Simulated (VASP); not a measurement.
Runs of VASP 6.6.1 on AlSn. The structure is hexagonal, space group P-6m2 (No. 187). The conventional cell has a = 4.198 Å, b = 4.198 Å, c = 3.307 Å, α = 90.00°, β = 90.00°, γ = 120.00°. Sn (site symmetry -6m2) has 6 Al at 2.93 Å and 2 Sn at 3.31 Å as nearest neighbours. Around Al (site symmetry -6m2) lie 6 Sn at 2.93 Å and 2 Al at 3.31 Å. The cell comes from a database or a generator and needn't be the stable form of this composition.

```tsv
task	level	potentials or basis	cell	k mesh	cutoff (eV)	ladder	by perturbation theory	gap on the mesh (eV)	pressure (GPa)	V0 of scaled cells (Å³/atom)	relaxed volume (Å³/atom)	B0 (GPa)
single point	PBEsol	VASP PAW PBE potentials, release 64 (Sn_d, Al)	as given	7 × 7 × 8	520	free	-	none	-1.8	-	-	-
equation of state	PBE	VASP PAW PBE potentials, release 64 (Sn_d, Al)	as given	7 × 7 × 8	520	-	-	-	-	25.35	-	50
relaxation of cell and atoms	r2SCAN	VASP PAW PBE potentials, release 64 (Sn_d, Al)	relaxed	6 × 6 × 8	600	gaps	-	none	0.0	-	24.71	-
relaxation of cell and atoms	LDA	VASP PAW LDA potentials, release 64 (Sn_d, Al)	relaxed	6 × 6 × 8	600	gaps	-	none	0.0	-	(a)	-
equation of state	PBEsol	VASP PAW PBE potentials, release 64 (Sn_d, Al)	as given	7 × 7 × 8	520	free	-	-	-	24.38	-	(b)
single point	PBE	VASP PAW PBE potentials, release 64 (Sn_d, Al)	as given	7 × 7 × 8	520	-	-	none	0.2	-	-	-
relaxation of cell and atoms	PBE+D3(BJ)	VASP PAW PBE potentials, release 64 (Sn_d, Al)	relaxed	6 × 6 × 8	600	gaps	-	none	0.0	-	24.30	-
```

Alike in all rows: no spin polarisation; smearing fermi-dirac 0.05 eV.

Q: Fill in the values left out.

A: (a) 23.75; (b) 57.

Caveats: the PAW data sets were made with another functional, which shifts forces and pressure a little (some runs); the cell was scaled at fixed shape and fractional positions, which overstates the stiffness of a crystal with free parameters, most of all of layers and chains (some runs); pairwise dispersion overbinds metals, which lowers pressure and volume (some runs).

A k mesh can miss the band edges, and the runs leave out spin-orbit coupling on Sn.

A gap of «none» marks a metal or a gap under the smearing width.

Not every run made on this cell is shown here.
